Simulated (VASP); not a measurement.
Input for VASP

File POSCAR:
```
Bi
1
    4.2491360000     2.3205000000     0.0000000000
    4.2491360000    -2.3205000000     0.0000000000
    2.9818850000     0.0000000000     3.8142160000
Bi
2
Direct
  0.2340000000   0.2340000000   0.2340000000
  0.7660000000   0.7660000000   0.7660000000
```

INCAR:
```
SYSTEM = Bi
PREC = Accurate
ENCUT = 400
EDIFF = 1E-6
NELM = 100
ALGO = Normal
LREAL = .FALSE.
LASPH = .TRUE.
ISMEAR = 1
SIGMA = 0.1
GGA = PE
LMAXMIX = 4
LWAVE = .FALSE.
LCHARG = .FALSE.
ISIF = 2
```

**KPOINTS**
```
Automatic mesh
0
Gamma
7 7 7
0 0 0
```

POTCAR, in this order: Bi_d (PBE.64 set). Program: vasp_std.

Output of the run:

**standard output**
```
 -----------------------------------------------------------------------------
|                                                                             |
|     EEEEEEE  RRRRRR   RRRRRR   OOOOOOO  RRRRRR      ###     ###     ###     |
|     E        R     R  R     R  O     O  R     R     ###     ###     ###     |
|     E        R     R  R     R  O     O  R     R     ###     ###     ###     |
|     EEEEE    RRRRRR   RRRRRR   O     O  RRRRRR       #       #       #      |
|     E        R   R    R   R    O     O  R   R                               |
|     E        R    R   R    R   O     O  R    R      ###     ###     ###     |
|     EEEEEEE  R     R  R     R  OOOOOOO  R     R     ###     ###     ###     |
|                                                                             |
|     ERROR: the triple product of the basis vectors is negative exchange     |
|     two basis vectors                                                       |
|                                                                             |
|       ---->  I REFUSE TO CONTINUE WITH THIS SICK JOB ... BYE!!! <----       |
|                                                                             |
 -----------------------------------------------------------------------------
```

Read input and log: which fault does this run have?
A) NELM is too small, so the electronic loop ends before EDIFF is met
B) selective dynamics freezes every atom
C) the lattice vectors form a left-handed set
D) POTCAR lists the elements in another order than POSCAR

C, the lattice vectors form a left-handed set. VASP stops with an error: ERROR: the triple product of the basis vectors is negative exchange two basis vectors ----> I REFUSE TO CONTINUE WITH THIS SICK JOB ... BYE!!! <----

To mend it, correct POSCAR.
POSCAR:
```
Bi
1
    4.2491360000    -2.3205000000     0.0000000000
    4.2491360000     2.3205000000     0.0000000000
    2.9818850000     0.0000000000     3.8142160000
Bi
2
Direct
  0.2340000000   0.2340000000   0.2340000000
  0.7660000000   0.7660000000   0.7660000000
```
The mended run (PBE GGA, plane waves, VASP's PBE PAW potentials (set 64)) converges, and its OSZICAR ends with
```
   1 F= -.77875073E+01 E0= -.77877679E+01  d E =0.781873E-03
```

The compound is Bi in the a7 structure. The cell was not relaxed at this level.
